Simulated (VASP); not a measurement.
Given:

```yaml
crystal:
  lattice:
    - [3.02065, 0.00000, 0.00000]
    - [-1.51032, 2.61596, 0.00000]
    - [0.00000, 0.00000, 4.95847]
  atoms:
    - { symbol: Si, position: [0.33333, 0.66667, 0.49960] }
    - { symbol: Si, position: [0.66667, 0.33333, 0.99960] }
    - { symbol: C, position: [0.33333, 0.66667, 0.87540] }
    - { symbol: C, position: [0.66667, 0.33333, 0.37540] }
```

Computed with PBE GGA, VASP's PBE PAW potentials (set 64) (plane waves; VASP). Settings: 400 eV cut-off, 13×13×7 Γ-centred mesh, Gaussian smearing of 0.010 eV, potentials Si C.

At this cut-off the stress carries a Pulay error, which pulls relaxed volumes low.

Question: Predict the energy per atom (σ→0), pressure.

Answer: 
```
Property                        Value
---------------------  --------------
energy per atom (σ→0)  -7.495 eV/atom
pressure                    15.76 GPa
```

Only differences to runs with the same potentials and settings are physical.

The structure comes from a computed database's SiC entry; how it stands against other phases isn't given here. The cell was not relaxed at this level.
